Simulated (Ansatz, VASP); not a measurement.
# Li2Nb: VASP beside Ansatz

```
Li Nb
1.0
     4.74694    0.00000    0.00000
    -2.37347    4.11097    0.00000
     0.00000    0.00000    2.56965
Li Nb
2 1
Direct
  0.33333 0.66667 0.50000
  0.66667 0.33333 0.50000
  0.00000 0.00000 0.00000
```

Change from the starting cell: species swapped into the Li2Pd type (P6/mmm, No. 191).

Alike in both runs: task single point; functional PBE; k mesh 6 × 6 × 6; occupations gaussian, width 0.1 eV; collinear spin.

```csv
,VASP,Ansatz
version,VASP 6.6.1,Ansatz 0.2.0
potentials or method,"VASP PAW PBE potentials, release 64 (Li_sv, Nb_sv)","scalar-relativistic, plane waves, PAW"
plane-wave cutoff (eV),520,420
valence electrons in the cell,19,19
```

```csv
,VASP,Ansatz,Ansatz less VASP
gap on the k mesh at the Fermi level (eV),none,none,-
net moment per atom (μB),0.00,0.00,-0.001
```

A gap of «none» marks a metal or a gap that the smearing closes. With one functional, cell and mesh, what is left measures potentials, basis and numerics. Ansatz warned: «seeded_moment_not_kept».

Caveats: the k mesh is coarse (spacing up to 0.41 Å⁻¹), so the values aren't converged.
